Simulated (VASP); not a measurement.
InAs (zinc blende): the mBJ gap over mesh and path against the volume, with the cell scaled uniformly; PBEsol's own equilibrium is at 28.236 Å³/atom. VASP (PAW), 400 eV cut-off, 12×12×12 Γ-centred mesh, Gaussian smearing of 0.050 eV, potentials In_d As. mBJ is a potential without an energy functional, so only the levels count.  Fit the value as a straight line in ln V.

| V (Å³/atom) | mBJ gap over mesh and path (eV) |
|---|---|
| 24.848 | 1.279 |
| 25.695 | 1.104 |
| 26.542 | 0.933 |
| 27.389 | 0.765 |
| 28.236 | 0.602 |
| 29.083 | 0.444 |

### Question
Fit the rows as the text says and predict the value at 29.93.

### Answer
The slope against ln V is -5.31 eV, the volume deformation potential of this gap. The line misses the rows by up to 0.002 and gives 0.293 at 29.93. The run gave 0.291, -0.002 from the line.

Left out are failed runs and those whose mesh is unfit for this quantity.

The compound is InAs in the zinc blende structure.
